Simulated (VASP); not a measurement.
Here is the system:

```
PtS2
1.0
    3.43474     0.00000     0.00000
   -1.71737     2.97457     0.00000
    0.00000     0.00000    16.79262
Pt S
1 2
Direct
  0.98364   0.99940   0.49985
  0.33761   0.65825   0.58182
  0.67876   0.34236   0.41833
```

Level of theory: PBE GGA, VASP's PBE PAW potentials (set 64) (plane waves; VASP 6.6.1). Numerical set-up: 300 eV cut-off, 8×8×1 Γ-centred mesh, Gaussian smearing of 0.27 eV, potentials Pt S.

The cell holds a wide vacuum, so values per volume refer to the whole cell.

### Question
Predict the energy per atom (σ→0), largest force.

### Answer

- energy per atom (σ→0) = -5.075 eV/atom
- largest force = 1.324 eV/Å

Total energies compare only between runs with the same potentials, cut-off and functional.

The cell is a sheet with vacuum, built from a generated structure.
